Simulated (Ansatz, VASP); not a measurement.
# Cross-check of NiO (rocksalt prototype) between VASP and Ansatz, part 3 of 3

Aim: how closely do two programs agree when they are given the same cell, functional and k mesh? The start cell is built, not measured: As first built, before any earlier steps moved the atoms (in the runner's words): rocksalt prototype, lattice guessed from radii. The cell is taken from a series of runs on this material, whose earlier steps may have relaxed, scaled, displaced or heated it; both programs get it as it stands.

VASP 6.6.1 and Ansatz 0.2.0.

So far. Step 6 (VASP: single point, LDA, DFT+U, pair 2): The run ends at a pressure of -20.40 GPa, with forces up to 0.050 eV/Å.

### 7. Differences

What differs besides the data sets and the points named for the pairs above, as far as they apply: the data sets hold 72 valence electrons in Ansatz (on its default PAW (the set named soft_2) files) and 48 in VASP. Total energies have different zeros and are not compared.

The two programs side by side:

```
              quantity  Ansatz   VASP  difference
gap on the k mesh (eV)   1.999  2.280      -0.280
     total moment (μB)    2.00   2.00        0.00
    moment on Ni1 (μB)    1.63   1.70       -0.07
    moment on Ni2 (μB)    1.63   1.70       -0.07
    moment on Ni3 (μB)   -1.58  -1.65       +0.06
     moment on O4 (μB)    0.23   0.20       +0.03
```

A gap on the mesh is an upper bound, since the band edges may lie between its points.

### 8. Other set-ups

Further runs change the set-up of one program: Ansatz's method, potentials or start, or VASP's data sets, cutoff or form of LDA. The table gives Ansatz less VASP for each quantity, since a change that brings one quantity closer may part another.

```
                                   run  gap on the k mesh (eV)  total moment (μB)
                              as above                   -0.28                  0
VASP with the data sets Ni_sv_GW and O                   -0.44                  0
```

### 9. Ansatz: single point, LDA, DFT+U, pair 3

A single point gives forces, pressure and levels at one fixed geometry, so differences don't come from the geometry; what else differs is listed under the comparison.

The cell is taken from a series of runs on this material, whose earlier steps may have relaxed, scaled, displaced or heated it; both programs get it as it stands.

The input, input.yaml:

```yaml
crystal:
  lattice:
    - [0.0, 2.10134405, 2.10134405]
    - [-2.10134405, 0.0, -2.10134405]
    - [-4.2026881, -4.2026881, 4.2026881]
  atoms:
    - { symbol: Ni, position: [0.0, 0.0, 0.0], spin: 2.0 }
    - { symbol: Ni, position: [0.333333333, 0.666666667, 0.666666667], spin: 2.0 }
    - { symbol: Ni, position: [0.666666667, 0.333333333, 0.333333333], spin: 2.0 }
    - { symbol: O, position: [0.666666667, 0.333333333, 0.833333333] }
    - { symbol: O, position: [0.0, 0.0, 0.5] }
    - { symbol: O, position: [0.333333333, 0.666666667, 0.166666667] }
magnetization:
  spin_polarized: true
kpoints:
  mp_grid: { grid: [11, 11, 4] }
hamiltonian:
  xc: lda
  hubbard:
    sites:
      - { species: Ni, l: d, u_eff: 7.2 }
      - { site: 0, l: d, u_eff: 7.2, starting_ns: [{ spin: up, occupation_matrix: ni1_major }, { spin: down, occupation_matrix: ni1_minor }] }
      - { site: 1, l: d, u_eff: 7.2, starting_ns: [{ spin: up, occupation_matrix: ni1_major }, { spin: down, occupation_matrix: ni1_minor }] }
      - { site: 2, l: d, u_eff: 7.2, starting_ns: [{ spin: up, occupation_matrix: ni1_major }, { spin: down, occupation_matrix: ni1_minor }] }
    projectors: ortho-atomic
    occupation_matrices:
      ni1_major:
        matrix:
          - [0.998, 0.0, 0.0, 0.0, 0.0]
          - [0.0, 0.999, 0.0, 0.0, 0.0]
          - [0.0, 0.0, 0.999, 0.0, 0.0]
          - [0.0, 0.0, 0.0, 0.998, 0.0]
          - [0.0, 0.0, 0.0, 0.0, 0.999]
      ni1_minor:
        matrix:
          - [0.15, 0.0, 0.0, 0.0, 0.0]
          - [0.0, 0.997, 0.0, 0.0, 0.0]
          - [0.0, 0.0, 0.997, 0.0, 0.0]
          - [0.0, 0.0, 0.0, 0.15, 0.0]
          - [0.0, 0.0, 0.0, 0.0, 0.997]
scf:
  occupations: { method: fermi_dirac, width: 0.05 }
output:
  eigenvalues: true
```

On the command line:

```sh
ansatz run input.yaml --threads 4 --pin off --max-ram 8192MiB --backend cpu --events-out ev --progress --plain --runs-dir out
```

Numbers of over 12 decimals in the logs are rounded to 6 here.

Log:

```text
[...]
Crystal: 6 atoms, lattice volume = 55.673 Å³
Basis set: ecut = 420 eV, 1057 PW (Γ)
Bands: 47, of which v1, the nominal top of the filled ones, is band 36 counted from 1 (35 counted from 0)
Symmetry: 36 space group operations
[...]
k-points: 58 of 484
[...]
Starting moments: Σ|m| = 6 μB on 3 of 6 sites
[...]
k-point 1 ↑: bands = [... 32 lower, 10.7732, 11.3554, 11.3554, 12.1375, 12.1375, 12.8279, 12.8279, 15.6278, ... 7 higher]
  k-point 2 ↑: bands = [... 32 lower, 9.9827, 11.7027, 11.7027, 11.7027, 11.7027, 12.9305, 12.9305, 16.7398, ... 7 higher]
  k-point 57 ↓: bands = [... 32 lower, 10.3656, 15.6642, 15.6642, 15.9730, 16.2426, 16.2426, 16.5337, 21.9609, ... 7 higher]
Occupation matrices written to <dir>
[key lines of the parts left out:]
SCF converged after 14 iterations
Magnetization: 6.0000 μB (39.0000 up, 33.0000 down)
Free energy (F): -18976.575263 eV
Fermi energy:    13.913233 eV
```

### 10. VASP: single point, LDA, DFT+U, pair 3

The same cell, functional (in two slightly different forms), mesh and smearing now go to VASP, with its own data sets.

The input, INCAR:

```
SYSTEM = NiO
PREC = Accurate
ENCUT = 520
EDIFF = 1E-06
NELM = 200
ISMEAR = -1
SIGMA = 0.05
LREAL = .FALSE.
ALGO = Normal
GGA = PW92
NBANDS = 37
ISPIN = 2
MAGMOM = 1.71 1.71 1.71 0.21 0.21 0.21
LDAU = .TRUE.
LDAUTYPE = 2
LDAUL = 2 -1
LDAUU = 7.2 0
LDAUJ = 0 0
LDAUPRINT = 1
LASPH = .TRUE.
LMAXMIX = 4
LORBIT = 11
LWAVE = .FALSE.
LCHARG = .FALSE.
ISIF = 2
GGA_COMPAT = .FALSE.
KPAR = 2
```

The input, POSCAR:

```
NiO
1.0
    0.0000000000      2.1013440500      2.1013440500
   -2.1013440500      0.0000000000     -2.1013440500
   -4.2026881000     -4.2026881000      4.2026881000
Ni O
3 3
Direct
    1.0000000000      0.0000000000      1.0000000000
    0.3333333333      0.6666666667      0.6666666667
    0.6666666667      0.3333333333      0.3333333333
    0.6666666667      0.3333333333      0.8333333333
    1.0000000000      0.0000000000      0.5000000000
    0.3333333333      0.6666666667      0.1666666667
```

The input, KPOINTS:

```
Automatic mesh
0
Gamma
11 11 4
0 0 0
```

The projector-augmented-wave data sets are Ni and O (LDA family, release 64).

On the command line:

```sh
mpirun -np 2 vasp_std
```

Log:

```text
[... set-up lines as in an earlier step ...]
 entering main loop
       N       E                     dE             d eps       ncg     rms          rms(c)
DAV:   1     0.452266043908E+03    0.45227E+03   -0.22011E+04  8752   0.173E+03
DAV:   2     0.297496997417E+02   -0.42252E+03   -0.38428E+03  8698   0.397E+02
DAV:   3    -0.304219316123E+02   -0.60172E+02   -0.57259E+02  9428   0.159E+02
DAV:   4    -0.323293167298E+02   -0.19074E+01   -0.18945E+01  9504   0.300E+01
[...]
DAV:  14    -0.344130923928E+02   -0.14734E-04   -0.14076E-04 11784   0.889E-02    0.245E-02
DAV:  15    -0.344130949068E+02   -0.25140E-05   -0.15050E-05  9491   0.436E-02    0.106E-02
DAV:  16    -0.344130947517E+02    0.15513E-06   -0.21974E-06  6923   0.129E-02
   1 F= -.34413095E+02 E0= -.34413095E+02  d E =-.787534E-10  mag=     6.0000
```

Parts of OUTCAR (step 10):

```text
  Total       -7.1850211     -7.1850211     -7.1850211      0.0006484     -0.0006484     -0.0006484
  in kB     -206.7739781   -206.7739781   -206.7739781      0.0186610     -0.0186610     -0.0186610
  external PRESSURE =    -206.7739781 kB  Pullay stress =       0.0000000 kB

 POSITION                                       TOTAL-FORCE (eV/Angst)
 -----------------------------------------------------------------------------------
      0.00000      0.00000      0.00000        -0.000000      0.000000     -0.000000
     -4.20269     -2.10134      2.10134         0.000000      0.000000     -0.000000
     -2.10134      0.00000      2.10134         0.000000      0.000000     -0.000000
     -4.20269     -2.10134      4.20269        -0.000000     -0.000000      0.000000
     -2.10134     -2.10134      2.10134         0.000000      0.000000     -0.000000
     -2.10134     -0.00000      0.00000         0.000000     -0.000000      0.000000
 -----------------------------------------------------------------------------------
    total drift:                               -0.000000      0.000000      0.000000

  FREE ENERGIE OF THE ION-ELECTRON SYSTEM (eV)
  ---------------------------------------------------
  free  energy   TOTEN  =       -34.4130947517 eV

  energy  without entropy=      -34.4130947516  energy(sigma->0) =      -34.41309475

 magnetization (x)
# of ion       s       p       d       tot
------------------------------------------
    1        0.010   0.013   1.796   1.819
    2        0.010   0.013   1.796   1.819
    3        0.010   0.013   1.796   1.819
    4        0.017   0.160   0.000   0.176
    5        0.017   0.160   0.000   0.176
    6        0.017   0.160   0.000   0.176
--------------------------------------------------
tot          0.079   0.517   5.387   5.984

[... 2 parts as in an earlier step ...]

[... 1 further part left out ...]
[key lines of the parts left out:]
E-fermi :   7.0962
```

The run ends at a pressure of -20.68 GPa.

### 11. Comparison

What differs besides the data sets and the points named for the pairs above, as far as they apply: the data sets hold 72 valence electrons in Ansatz (on its default PAW (the set named soft_2) files) and 48 in VASP. Total energies have different zeros and are not compared.

The two programs side by side:

```
              quantity  Ansatz   VASP  difference
gap on the k mesh (eV)   1.904  2.397      -0.493
     total moment (μB)    6.00   6.00        0.00
    moment on Ni1 (μB)    1.71   1.82       -0.11
    moment on Ni2 (μB)    1.71   1.82       -0.11
    moment on Ni3 (μB)    1.71   1.82       -0.11
     moment on O4 (μB)    0.21   0.18       +0.04
     moment on O5 (μB)    0.21   0.18       +0.04
     moment on O6 (μB)    0.21   0.18       +0.04
```

A gap on the mesh is an upper bound, since the band edges may lie between its points.

### 12. What came out

| Quantity | Value |
| --- | --- |
| difference in total moment (single point, LDA, DFT+U, pair 1) | -0.024 μB |
| difference in gap on the k mesh (single point, LDA, DFT+U, pair 2) | -0.28 eV |
| difference in gap on the k mesh (single point, LDA, DFT+U, pair 3) | -0.49 eV |

The difference in gap on the k mesh is -0.49 eV (single point, LDA, DFT+U, pair 3). The data sets hold unlike numbers of valence electrons (72 in Ansatz and 48 in VASP), so part of the differences comes from the potentials. Single point, LDA, DFT+U, pair 2, VASP with the data sets Ni_sv_GW and O: the difference in gap on the k mesh goes from -0.28 to -0.44 eV. What causes the difference of the single point, LDA, DFT+U, pair 3 pair stays open here. 5 further runs of this series are not shown here. How closely two codes agree says nothing of how well the functional describes the real material.

[Lines on the potential files, build, host, timing and source positions are cut from VASP's logs without a mark.]

[Logs are printed without paths, hosts, clocks, repeated set-up lines and the standing remarks that a program may print on its own settings, such as how far it seeks lower states.]

[Hosts, paths, dates, database ids (printed as entryN), source tags and the programs' standing remarks are cut or masked in the printed files.]
